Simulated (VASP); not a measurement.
Write the native input for VASP 6.6.1 that does the following.

```yaml
Task: Born charges and dielectric tensor
Functional: PBE
Potentials_or_basis: VASP PAW PBE potentials, release 64 (Si)
Cutoff: 520 eV
k_mesh: 10 × 10 × 10
Occupations: gaussian, width 0.02 eV
Spin: no spin polarisation
Further_INCAR_settings: ALGO = Normal; EDIFF = 0.05; IBRION = 8; NSW = 1
```

The structure of Si lies in POSCAR:

```
Si                                      
1.0
    0.0000000000      2.7345517442      2.7345517442
    2.7345517442      0.0000000000      2.7345517442
    2.7345517442      2.7345517442      0.0000000000
  Si            
     2
Direct
     0.7500000000000000    0.7500000000000000    0.7500000000000000
     0.5000000000000000    0.5000000000000000    0.5000000000000000
```

The input as run:

INCAR

```
ALGO = Normal
EDIFF = 0.05
ENCUT = 520
GGA = PE
IBRION = 8
ISIF = 2
ISMEAR = 0
LASPH = True
LCHARG = False
LEPSILON = True
LREAL = False
LWAVE = False
NELM = 60
NSW = 1
PREC = Accurate
SIGMA = 0.02
```

KPOINTS

```
k-points
0
Gamma
  10 10 10
```

Potentials or basis: VASP PAW PBE potentials, release 64 (Si).

Run with:

```bash
$ cat potpaw_PBE.64/Si/POTCAR > POTCAR
$ mpirun -np 1 vasp_std > vasp.out
```

It gave:

```json
{
  "Band gap on the k mesh": "0.61 eV, indirect (least direct gap 2.56 eV)",
  "Electronic dielectric tensor (diagonal)": "14.03",
  "Born charges (mean of the diagonal)": "Si +0.00 e",
  "Highest phonon frequency at Γ": "496 cm⁻¹"
}
```

Caveat: the gap is small at this level, which inflates the dielectric constant.

It took 78 s on 1 thread of AMD EPYC 7R13 Processor (Zen 3) (shared host), peak memory 0.24 GiB.
